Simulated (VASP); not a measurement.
# LaBiS2O: structure and properties in VASP, part 6 of 7

Wanted: the relaxed cell of LaBiS2O and its properties. The start is a computed cell from the Materials Project.

VASP 6.6.1, plane waves and PAW; the level of theory is named at each step.

So far, least gap on mesh and path (eV): step 5 (bands along the symmetry lines (r2SCAN)) 1.12. The relaxed cell has a = 4.041, c = 14.126 Å (conventional setting).

## Step 8: Bands along the symmetry lines (r2SCAN + SOC)

This step: r2SCAN, spin-orbit coupling; plane waves and PAW (La, Bi_d, S, O) (VASP 6.6.1).

Levels along the symmetry lines show where the bands peak and cross; KPOINTS_OPT computes them in the converged potential. Spin-orbit coupling needs spinors and the noncollinear program, where each band holds one electron.

INCAR

```
SYSTEM = LaBiS2O
PREC = Accurate
ENCUT = 520
EDIFF = 1E-06
NELM = 100
ISMEAR = 0
SIGMA = 0.05
LREAL = .FALSE.
ALGO = Normal
METAGGA = R2SCAN
LASPH = .TRUE.
LNONCOLLINEAR = .TRUE.
MAGMOM = 0 0 0 0 0 0 0 0 0 0 0 0 0 0 0 0 0 0 0 0 0 0 0 0 0 0 0 0 0 0
NBANDS = 108
GGA_COMPAT = .FALSE.
LSORBIT = .TRUE.
LMAXMIX = 6
LORBIT = 11
LWAVE = .FALSE.
LCHARG = .FALSE.
KPAR = 4
NCORE = 2
```

POSCAR

```
LaBiS2O
1.0
    4.0408216444      0.0000000000      0.0000000000
    0.0000000000      4.0408216444      0.0000000000
    0.0000000000      0.0000000000     14.1264444717
La Bi S O
2 2 4 2
Direct
    0.5000000000      0.0000000000      0.5884187759
    0.0000000000      0.5000000000      0.4115812241
    0.0000000000      0.5000000000      0.8679425451
    0.5000000000      0.0000000000      0.1320574549
    0.5000000000      0.0000000000      0.8900394487
    0.0000000000      0.5000000000      0.1099605513
    0.0000000000      0.5000000000      0.6914764398
    0.5000000000      0.0000000000      0.3085235602
    0.0000000000      0.0000000000      0.5000000000
    0.5000000000      0.5000000000      0.5000000000
```

KPOINTS

```
Automatic mesh
0
Gamma
5 5 2
0 0 0
```

KPOINTS_OPT

```
Line mode
12
Line-mode
Reciprocal
  0.00000000   0.00000000   0.00000000 GAMMA
  0.00000000   0.50000000   0.00000000 X

  0.00000000   0.50000000   0.00000000 X
  0.50000000   0.50000000   0.00000000 M

  0.50000000   0.50000000   0.00000000 M
  0.00000000   0.00000000   0.00000000 GAMMA

  0.00000000   0.00000000   0.00000000 GAMMA
  0.00000000   0.00000000   0.50000000 Z

  0.00000000   0.00000000   0.50000000 Z
  0.00000000   0.50000000   0.50000000 R

  0.00000000   0.50000000   0.50000000 R
  0.50000000   0.50000000   0.50000000 A

  0.50000000   0.50000000   0.50000000 A
  0.00000000   0.00000000   0.50000000 Z

  0.00000000   0.50000000   0.00000000 X
  0.00000000   0.50000000   0.50000000 R

  0.50000000   0.50000000   0.00000000 M
  0.50000000   0.50000000   0.50000000 A
```

Potentials, in the order of the species: La, Bi_d, S and O (PBE family, release 64).

Command:

```console
> mpirun -np 8 vasp_ncl
```

Output:

```text
[banner, memory and clock lines left out]
running    8 mpi-ranks, on    1 nodes
 distrk:  each k-point on    2 cores,    4 groups
 distr:  one band on    2 cores,    1 groups

 POSCAR found type information on POSCAR LaBiS O
 POSCAR found :  4 types and      10 ions
 [... a notice as in an earlier step ...]

 LDA part: xc-table for (None), standard interpolation
 POSCAR, INCAR and KPOINTS ok, starting setup
 FFT: planning ... GRIDC
 FFT: planning ... GRID_SOFT
 FFT: planning ... GRID
 WAVECAR not read
 entering main loop
       N       E                     dE             d eps       ncg     rms          rms(c)
DAV:   1     0.105101517711E+04    0.10510E+04   -0.36264E+04  2652   0.221E+03
DAV:   2     0.148297349299E+03   -0.90272E+03   -0.83946E+03  2704   0.561E+02
DAV:   3    -0.172711149141E+03   -0.32101E+03   -0.30399E+03  3248   0.302E+02
DAV:   4    -0.258686592647E+03   -0.85975E+02   -0.80807E+02  4184   0.141E+02
DAV:   5    -0.271557127072E+03   -0.12871E+02   -0.12498E+02  4792   0.580E+01    0.162E+01
DAV:   6    -0.240892771122E+03    0.30664E+02   -0.37358E+01  4008   0.404E+01    0.882E+00
DAV:   7    -0.241873801175E+03   -0.98103E+00   -0.16956E+01  4896   0.212E+01    0.672E+00
DAV:   8    -0.241918775464E+03   -0.44974E-01   -0.48433E+00  4424   0.143E+01    0.319E+00
DAV:   9    -0.241857750136E+03    0.61025E-01   -0.10847E+00  4280   0.659E+00    0.178E+00
DAV:  10    -0.241824380203E+03    0.33370E-01   -0.68239E-01  4752   0.399E+00    0.682E-01
DAV:  11    -0.241831009766E+03   -0.66296E-02   -0.10507E-01  4448   0.182E+00    0.485E-01
DAV:  12    -0.241831930252E+03   -0.92049E-03   -0.11330E-02  5184   0.685E-01    0.288E-01
DAV:  13    -0.241831725491E+03    0.20476E-03   -0.83020E-03  4760   0.507E-01    0.139E-01
DAV:  14    -0.241832119540E+03   -0.39405E-03   -0.23196E-03  4128   0.307E-01    0.959E-02
DAV:  15    -0.241832044001E+03    0.75540E-04   -0.39874E-04  5040   0.117E-01    0.648E-02
DAV:  16    -0.241832034390E+03    0.96101E-05   -0.21762E-04  4664   0.759E-02    0.304E-02
DAV:  17    -0.241832042871E+03   -0.84810E-05   -0.10579E-04  4456   0.648E-02    0.171E-02
DAV:  18    -0.241832040992E+03    0.18795E-05   -0.23717E-05  4232   0.273E-02    0.110E-02
DAV:  19    -0.241832046562E+03   -0.55697E-05   -0.14607E-04  4000   0.626E-02    0.106E-02
DAV:  20    -0.241832038660E+03    0.79013E-05   -0.89528E-05  4016   0.564E-02    0.676E-03
DAV:  21    -0.241832141632E+03   -0.10297E-03   -0.96075E-04  4104   0.160E-01    0.257E-02
DAV:  22    -0.241833036546E+03   -0.89491E-03   -0.48481E-03  4384   0.311E-01    0.845E-02
DAV:  23    -0.241831940235E+03    0.10963E-02   -0.80844E-03  3968   0.486E-01    0.230E-02
DAV:  24    -0.241832771216E+03   -0.83098E-03   -0.50562E-03  4120   0.413E-01    0.694E-02
DAV:  25    -0.241832071999E+03    0.69922E-03   -0.26179E-03  4120   0.294E-01    0.357E-02
DAV:  26    -0.241832111651E+03   -0.39653E-04   -0.20376E-04  4520   0.772E-02    0.325E-02
DAV:  27    -0.241832003114E+03    0.10854E-03   -0.10583E-03  4304   0.149E-01    0.870E-03
DAV:  28    -0.241832019620E+03   -0.16506E-04   -0.18221E-04  4544   0.548E-02    0.416E-03
DAV:  29    -0.241832022943E+03   -0.33233E-05   -0.34167E-05  3904   0.338E-02    0.174E-03
DAV:  30    -0.241832023688E+03   -0.74465E-06   -0.78498E-06  2680   0.117E-02
   1 F= -.24183202E+03 E0= -.24183202E+03  d E =-.983612E-16  mag=    -0.0000    -0.0000     0.0000
 Start KPOINTS_OPT (optional k-point list driver)
k-point batch [1-12\108]
       N       E                     dE             ncg
DAV:   1     0.875699283264E+04   -0.25066E+04     2664
DAV:   2    -0.232849470725E+04   -0.11085E+05     2760
DAV:   3    -0.599856945510E+04   -0.36701E+04     3176
DAV:   4    -0.700473118818E+04   -0.10062E+04     4196
DAV:   5    -0.715540878866E+04   -0.15068E+03     4944
DAV:   6    -0.716716688471E+04   -0.11758E+02     5120
DAV:   7    -0.716860585907E+04   -0.14390E+01     5184
DAV:   8    -0.716887382069E+04   -0.26796E+00     5160
DAV:   9    -0.716894478916E+04   -0.70968E-01     5184
DAV:  10    -0.716896496613E+04   -0.20177E-01     5160
DAV:  11    -0.716897097020E+04   -0.60041E-02     5184
DAV:  12    -0.716897273003E+04   -0.17598E-02     5168
DAV:  13    -0.716897324295E+04   -0.51292E-03     5112
DAV:  14    -0.716897339232E+04   -0.14937E-03     4224
DAV:  15    -0.716897343687E+04   -0.44552E-04     3032
DAV:  16    -0.716897345000E+04   -0.13131E-04     2488
DAV:  17    -0.716897345385E+04   -0.38515E-05     2336
DAV:  18    -0.716897345499E+04   -0.11368E-05     2088
DAV:  19    -0.716897345539E+04   -0.39714E-06     2008
[...]
k-point batch [97-108\108]
       N       E                     dE             ncg
DAV:   1     0.802423753163E+04   -0.27857E+05     2600
DAV:   2    -0.277843321910E+04   -0.10803E+05     2744
DAV:   3    -0.629086558440E+04   -0.35124E+04     3232
DAV:   4    -0.725381938901E+04   -0.96295E+03     4064
DAV:   5    -0.738085660419E+04   -0.12704E+03     4816
DAV:   6    -0.739147289040E+04   -0.10616E+02     5152
DAV:   7    -0.739282728028E+04   -0.13544E+01     5168
DAV:   8    -0.739307145210E+04   -0.24417E+00     5160
DAV:   9    -0.739313332435E+04   -0.61872E-01     5168
DAV:  10    -0.739314980529E+04   -0.16481E-01     5160
DAV:  11    -0.739315438139E+04   -0.45761E-02     5176
DAV:  12    -0.739315563888E+04   -0.12575E-02     5160
DAV:  13    -0.739315598111E+04   -0.34223E-03     5000
DAV:  14    -0.739315607329E+04   -0.92184E-04     4360
DAV:  15    -0.739315609725E+04   -0.23958E-04     2760
DAV:  16    -0.739315610367E+04   -0.64232E-05     2336
DAV:  17    -0.739315610547E+04   -0.18024E-05     2304
DAV:  18    -0.739315610601E+04   -0.53836E-06     2272
```

It took 69 min on 8 MPI ranks of AMD EPYC 7R43, shared host; peak memory 6.6 GiB.

From OUTCAR (step 8):

```text
   k-points           NKPTS =     12   k-points in BZ     NKDIM =     12   number of bands    NBANDS=    108

   NELECT =      88.0000    total number of electrons

 E-fermi :   5.1843

 k-point     1 :       0.0000    0.0000    0.0000
  band No.  band energies     occupation
    ...
     84       4.4801      1.00000
     85       4.7551      1.00000
     86       4.7551      1.00000
     87       4.8648      1.00000
     88       4.8648      1.00000
     89       8.5169      0.00000
     90       8.5169      0.00000
     91       8.7151      0.00000
     92       8.7151      0.00000
     93       8.8609      0.00000
    ...

  Total        0.1089675      0.1089675      0.1247604      0.0000000     -0.0000000      0.0000000
  in kB        0.7568947      0.7568947      0.8665929      0.0000000     -0.0000000      0.0000000
  external PRESSURE =       0.7934608 kB  Pullay stress =       0.0000000 kB

 POSITION                                       TOTAL-FORCE (eV/Angst)
 -----------------------------------------------------------------------------------
      2.02041      0.00000      8.31227         0.000000      0.000000      0.035930
      0.00000      2.02041      5.81418         0.000000     -0.000000     -0.035930
      0.00000      2.02041     12.26094         0.000000      0.000000      0.044004
      2.02041      0.00000      1.86550        -0.000000      0.000000     -0.044004
      2.02041      0.00000     12.57309         0.000000      0.000000     -0.031124
      0.00000      2.02041      1.55335         0.000000      0.000000      0.031124
      0.00000      2.02041      9.76810         0.000000     -0.000000     -0.061612
      2.02041      0.00000      4.35834        -0.000000      0.000000      0.061612
      0.00000      0.00000      7.06322         0.000000     -0.000000      0.000000
      2.02041      2.02041      7.06322         0.000000      0.000000      0.000000
 -----------------------------------------------------------------------------------
    total drift:                                0.000000     -0.000000      0.000000

  FREE ENERGIE OF THE ION-ELECTRON SYSTEM (eV)
  ---------------------------------------------------
  free  energy   TOTEN  =      -241.8320236879 eV

  energy  without entropy=     -241.8320236879  energy(sigma->0) =     -241.83202369

 Spin-Orbit-Coupling matrix elements
 Ion:    1  E_soc:     -0.5437274
 Ion:    2  E_soc:     -0.5437274
 Ion:    3  E_soc:     -1.2305072
 Ion:    4  E_soc:     -1.2305072
 Ion:    5  E_soc:     -0.0025688
 Ion:    6  E_soc:     -0.0025688
 Ion:    7  E_soc:     -0.0045422
 Ion:    8  E_soc:     -0.0045422
 Ion:    9  E_soc:     -0.0003675
 Ion:   10  E_soc:     -0.0003675

 magnetization (x)
# of ion       s       p       d       f       tot
--------------------------------------------------
    1       -0.000   0.000   0.000   0.000  -0.000
    2        0.000   0.000   0.000   0.000   0.000
    3        0.000  -0.000   0.000   0.000   0.000
    4        0.000   0.000  -0.000   0.000   0.000
    5        0.000  -0.000   0.000   0.000  -0.000
    6        0.000  -0.000   0.000   0.000  -0.000
    7        0.000   0.000   0.000   0.000   0.000
    8        0.000   0.000   0.000   0.000   0.000
    9        0.000   0.000   0.000   0.000   0.000
   10        0.000   0.000   0.000   0.000   0.000
--------------------------------------------------
tot          0.000   0.000   0.000   0.000   0.000

 magnetization (y)
# of ion       s       p       d       f       tot
--------------------------------------------------
    1        0.000   0.000   0.000  -0.000   0.000
    2        0.000   0.000   0.000  -0.000  -0.000
    3        0.000   0.000   0.000   0.000   0.000
    4        0.000   0.000   0.000   0.000   0.000
    5        0.000   0.000   0.000   0.000   0.000
    6        0.000   0.000   0.000   0.000   0.000
    7       -0.000   0.000   0.000   0.000  -0.000
    8        0.000  -0.000   0.000   0.000  -0.000
    9       -0.000   0.000   0.000   0.000  -0.000
   10       -0.000   0.000   0.000   0.000  -0.000
--------------------------------------------------
tot          0.000  -0.000   0.000  -0.000  -0.000

 magnetization (z)
# of ion       s       p       d       f       tot
--------------------------------------------------
    1        0.000   0.000   0.000   0.000   0.000
    2       -0.000   0.000   0.000   0.000   0.000
    3        0.000   0.000  -0.000   0.000  -0.000
    4        0.000   0.000   0.000   0.000   0.000
    5        0.000   0.000   0.000   0.000   0.000
    6        0.000   0.000   0.000   0.000   0.000
    7       -0.000  -0.000   0.000   0.000  -0.000
    8        0.000  -0.000   0.000   0.000  -0.000
    9        0.000  -0.000   0.000   0.000   0.000
   10        0.000  -0.000   0.000   0.000   0.000
--------------------------------------------------
tot          0.000   0.000   0.000   0.000   0.000

[... 7 parts as in an earlier step ...]

[... 9 further parts left out ...]
```

VASP adds spin-orbit coupling inside the spheres on scalar-relativistic partial waves, which describe the 6p1/2 states imperfectly, so such gaps can be off by a tenth of an eV or more.

Numbers from this step:

```
SCF cycles                        : 30
bands                             : 108
irreducible k-points              : 12
free energy (TOTEN)               : -241.8320 eV
Fermi energy                      : 5.184 eV
pressure                          : 0.07935 GPa
least gap on mesh and path        : 0.6627 eV
least direct gap on mesh and path : 0.6627 eV
valence top at k                  : 0, 0.4545, 0
conduction bottom at k            : 0, 0.4545, 0
least direct gap at k             : 0, 0.4545, 0
```

On-site spin-orbit energy by atom:

| atom | on-site spin-orbit energy (eV) |
| --- | --- |
| La1 | -0.54 |
| La2 | -0.54 |
| Bi3 | -1.23 |
| Bi4 | -1.23 |
| S5 | 0.00 |
| S6 | 0.00 |
| S7 | 0.00 |
| S8 | 0.00 |
| O9 | 0.00 |
| O10 | 0.00 |

Electronic bands along the path, in eV, zero at the valence-band top; v1 is the highest filled band, c1 the lowest empty one:

| point | v4 | v3 | v2 | v1 | c1 | c2 | c3 | c4 |
| --- | --- | --- | --- | --- | --- | --- | --- | --- |
| Γ | -0.35 | -0.35 | -0.24 | -0.24 | 3.41 | 3.41 | 3.61 | 3.61 |
| 0.55 of the way | -0.54 | -0.54 | -0.49 | -0.49 | 1.99 | 1.99 | 2.32 | 2.32 |
| X | -0.05 | -0.05 | -0.05 | -0.05 | 0.68 | 0.68 | 0.68 | 0.68 |
| 0.45 of the way | -0.92 | -0.92 | -0.85 | -0.85 | 2.70 | 2.70 | 2.90 | 2.90 |
| M | -1.01 | -1.01 | -1.01 | -1.01 | 3.73 | 3.73 | 3.73 | 3.73 |
| 0.55 of the way | -0.50 | -0.50 | -0.42 | -0.42 | 1.54 | 1.54 | 1.57 | 1.57 |
| Γ | -0.35 | -0.35 | -0.24 | -0.24 | 3.41 | 3.41 | 3.61 | 3.61 |
| 0.55 of the way | -0.36 | -0.36 | -0.25 | -0.25 | 3.35 | 3.35 | 3.59 | 3.59 |
| Z | -0.36 | -0.36 | -0.25 | -0.25 | 3.30 | 3.30 | 3.57 | 3.57 |
| 0.55 of the way | -0.67 | -0.67 | -0.54 | -0.54 | 2.00 | 2.00 | 2.34 | 2.34 |
| R | -0.05 | -0.05 | -0.05 | -0.05 | 0.68 | 0.68 | 0.68 | 0.68 |
| 0.55 of the way | -0.93 | -0.93 | -0.86 | -0.86 | 2.96 | 2.96 | 3.26 | 3.26 |
| A | -1.10 | -1.10 | -1.10 | -1.10 | 3.71 | 3.71 | 3.71 | 3.71 |
| 0.55 of the way | -0.57 | -0.57 | -0.45 | -0.45 | 1.53 | 1.53 | 1.59 | 1.59 |
| Z | -0.36 | -0.36 | -0.25 | -0.25 | 3.30 | 3.30 | 3.57 | 3.57 |
| jump to X | -0.05 | -0.05 | -0.05 | -0.05 | 0.68 | 0.68 | 0.68 | 0.68 |
| 0.55 of the way | -0.05 | -0.05 | -0.05 | -0.05 | 0.68 | 0.68 | 0.68 | 0.68 |
| R | -0.05 | -0.05 | -0.05 | -0.05 | 0.68 | 0.68 | 0.68 | 0.68 |
| jump to M | -1.01 | -1.01 | -1.01 | -1.01 | 3.73 | 3.73 | 3.73 | 3.73 |
| 0.55 of the way | -1.06 | -1.06 | -1.06 | -1.06 | 3.72 | 3.72 | 3.72 | 3.72 |
| A | -1.10 | -1.10 | -1.10 | -1.10 | 3.71 | 3.71 | 3.71 | 3.71 |

Of the projections kept (La, Bi, S, O), the largest for each band there; the rest of the weight can lie on other orbitals:

| point | v4 | v3 | v2 | v1 | c1 | c2 | c3 | c4 |
| --- | --- | --- | --- | --- | --- | --- | --- | --- |
| Γ | S 0.62 | S 0.62 | S 0.62 | S 0.62 | Bi 0.52 | Bi 0.52 | Bi 0.50 | Bi 0.50 |
| X | S 0.65 | S 0.65 | S 0.65 | S 0.65 | Bi 0.63 | Bi 0.63 | Bi 0.63 | Bi 0.63 |
| M | S 0.76 | S 0.76 | S 0.76 | S 0.76 | Bi 0.48 | Bi 0.48 | Bi 0.48 | Bi 0.48 |
| Γ | S 0.62 | S 0.62 | S 0.62 | S 0.62 | Bi 0.52 | Bi 0.52 | Bi 0.50 | Bi 0.50 |
| Z | S 0.61 | S 0.61 | S 0.61 | S 0.61 | Bi 0.57 | Bi 0.57 | Bi 0.45 | Bi 0.45 |
| R | S 0.65 | S 0.65 | S 0.65 | S 0.65 | Bi 0.63 | Bi 0.63 | Bi 0.63 | Bi 0.63 |

Force by atom:

| atom | x (eV/Å) | y (eV/Å) | z (eV/Å) | size |
| --- | --- | --- | --- | --- |
| La1 | 0.0000 | 0.0000 | 0.0359 | 0.0359 |
| La2 | 0.0000 | 0.0000 | -0.0359 | 0.0359 |
| Bi3 | 0.0000 | 0.0000 | 0.0440 | 0.0440 |
| Bi4 | 0.0000 | 0.0000 | -0.0440 | 0.0440 |
| S5 | 0.0000 | 0.0000 | -0.0311 | 0.0311 |
| S6 | 0.0000 | 0.0000 | 0.0311 | 0.0311 |
| S7 | 0.0000 | 0.0000 | -0.0616 | 0.0616 |
| S8 | 0.0000 | 0.0000 | 0.0616 | 0.0616 |
| O9 | 0.0000 | 0.0000 | 0.0000 | 0.0000 |
| O10 | 0.0000 | 0.0000 | 0.0000 | 0.0000 |

The gap moves by -0.46 eV against r2SCAN, which ran on another mesh.

(Continued in part 7 of 7.)

[Lines on the potential files, build, host, timing and source positions are cut from VASP's logs without a mark.]

[Logs are printed without paths, hosts, clocks, repeated set-up lines and the standing remarks that a program may print on its own settings, such as how far it seeks lower states.]

[Hosts, paths, dates, database ids (printed as entryN), source tags and the programs' standing remarks are cut or masked in the printed files.]

[A measured line is paired with the nearest computed mode of its activity, which favours agreement.]
